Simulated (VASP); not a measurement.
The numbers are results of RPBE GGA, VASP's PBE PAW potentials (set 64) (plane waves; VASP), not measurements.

VASP input:

File KPOINTS:
```
kpoints
0
gamma
 13 13 13
0 0 0
```

File POSCAR:
```
FeAl
2.8891790
  0.9999999963   0.0000000000   0.0000000000
  0.0000000000   0.9999999963   0.0000000000
  0.0000000000   0.0000000000   0.9999999963
Al Fe
1 1
Cartesian
  0.4999999981   0.4999999981   0.4999999981
  0.0000000000   0.0000000000   0.0000000000
```

**INCAR**
```
! general
SYSTEM   =  FeAl
PREC     =  Accurate
ENCUT    =  520
LREAL    =  F   ! projection in real space or not
LASPH    =  T   ! aspherical one-centre terms

! electronic loop
EDIFF    =  1E-7
NELM     =  100   ! most electronic steps
ALGO     =  Normal   ! blocked Davidson
LMAXMIX  =  4

! smearing
ISMEAR   =  1
SIGMA    =  0.1   ! width (eV)

! functional
GGA      =  RP   ! RPBE

! ions
ISIF     =  2   ! forces and stress, cell fixed

! output
LWAVE    =  F
LCHARG   =  F
```

POTCAR, in this order: Al Fe (PBE.64 set). Program: vasp_std.

Output

### OSZICAR
```
       N       E                     dE             d eps       ncg     rms          rms(c)
DAV:   1     0.317584372434E+02    0.31758E+02   -0.50823E+03  1520   0.122E+03
DAV:   2    -0.125238299715E+02   -0.44282E+02   -0.42773E+02  1518   0.181E+02
DAV:   3    -0.136895693695E+02   -0.11657E+01   -0.11509E+01  1834   0.398E+01
DAV:   4    -0.137111339743E+02   -0.21565E-01   -0.21547E-01  1889   0.469E+00
DAV:   5    -0.137116014870E+02   -0.46751E-03   -0.46749E-03  1840   0.598E-01    0.136E+01
DAV:   6    -0.159071670874E+02   -0.21956E+01   -0.76407E+01  1716   0.135E+02    0.187E+01
DAV:   7    -0.118416464937E+02    0.40655E+01   -0.37818E+01  1660   0.842E+01    0.258E+00
DAV:   8    -0.118167615898E+02    0.24885E-01   -0.21031E-01  1629   0.560E+00    0.153E+00
DAV:   9    -0.118040727839E+02    0.12689E-01   -0.43771E-02  1801   0.325E+00    0.336E-01
DAV:  10    -0.118037485950E+02    0.32419E-03   -0.11421E-03  2097   0.476E-01    0.175E-01
DAV:  11    -0.118037330292E+02    0.15566E-04   -0.21487E-05  1603   0.478E-02    0.108E-02
DAV:  12    -0.118037321195E+02    0.90975E-06   -0.80585E-06  2142   0.398E-02    0.525E-03
DAV:  13    -0.118037320599E+02    0.59602E-07   -0.11783E-07   877   0.383E-03
   1 F= -.11803732E+02 E0= -.11803414E+02  d E =-.954660E-03
```

### OUTCAR
```
------------------------ aborting loop because EDIFF is reached ----------------------------------------
  FORCE on cell =-STRESS in cart. coord.  units (eV):
  Direction    XX          YY          ZZ          XY          YZ          ZX
  --------------------------------------------------------------------------------------
  Total        0.0141998      0.0141998      0.0141998      0.0000000      0.0000000     -0.0000000
  in kB        0.9433446      0.9433446      0.9433446      0.0000000      0.0000000     -0.0000000
  external PRESSURE =       0.9433446 kB  Pullay stress =       0.0000000 kB
  volume of cell :       24.12
      direct lattice vectors                 reciprocal lattice vectors
     2.889178989  0.000000000  0.000000000     0.346119089  0.000000000  0.000000000
     0.000000000  2.889178989  0.000000000     0.000000000  0.346119089  0.000000000
     0.000000000  0.000000000  2.889178989     0.000000000  0.000000000  0.346119089
 POSITION                                       TOTAL-FORCE (eV/Angst)
 -----------------------------------------------------------------------------------
      1.44459      1.44459      1.44459         0.000000      0.000000      0.000000
      0.00000      0.00000      0.00000         0.000000      0.000000      0.000000
 -----------------------------------------------------------------------------------
    total drift:                               -0.000000      0.000000      0.000000
  FREE ENERGIE OF THE ION-ELECTRON SYSTEM (eV)
  ---------------------------------------------------
  free  energy   TOTEN  =       -11.8037320599 eV

  energy  without entropy=      -11.8027773996  energy(sigma->0) =      -11.80341384
```
(Selected blocks of OUTCAR.)

**OUTCAR**
```
 val. band max:        7.8492183659   @ k =   0.4615   0.1538   0.0769

 cond. band min:       7.8573775650   @ k =   0.0769   0.0769   0.0000


 Fermi energy:         7.8545136498

 k-point     1 :       0.0000    0.0000    0.0000
  band No.  band energies     occupation
      1      -2.3502      2.00000
      2       5.7119      2.00000
      3       5.7119      2.00000
      4       8.0006     -0.05871
      5       8.0006     -0.05870
      6       8.0006     -0.05870
      7      14.2758      0.00000
      8      14.2758      0.00000
      9      14.2758      0.00000

 k-point     2 :       0.0769    0.0000    0.0000
  band No.  band energies     occupation
      1      -2.2405      2.00000
      2       5.6965      2.00000
      3       5.7456      2.00000
      4       7.9317      0.03488
      5       7.9317      0.03481
      6       8.0076     -0.05250
      7      13.3448      0.00000
      8      14.4375      0.00000
      9      14.4375      0.00000

 k-point     3 :       0.1538    0.0000    0.0000
  band No.  band energies     occupation
      1      -1.9135      2.00000
      2       5.6087      2.00000
      3       5.8408      2.00000
      4       7.7520      2.05505
      5       7.7520      2.05502
      6       8.0270     -0.03492
      7      11.8180      0.00000
      8      14.8969      0.00000
      9      14.8969      0.00000

 k-point     4 :       0.2308    0.0000    0.0000
  band No.  band energies     occupation
      1      -1.3766      2.00000
      2       5.3190      2.00000
      3       5.9801      2.00000
      4       7.5215      2.00003
      5       7.5215      2.00003
      6       8.0546     -0.01594
      7      10.4938      0.00000
      8      15.5982      0.00000
      9      15.5982      0.00000

 k-point     5 :       0.3077    0.0000    0.0000
  band No.  band energies     occupation
      1      -0.6423      2.00000
      2       4.6691      2.00000
      3       6.1351      2.00000
...
```

The compound is FeAl in the CsCl type structure. It was relaxed first. The run is not spin-polarised, so no magnetic state was tried. The electron count is odd and the run is not spin-polarised, which forces a metal.
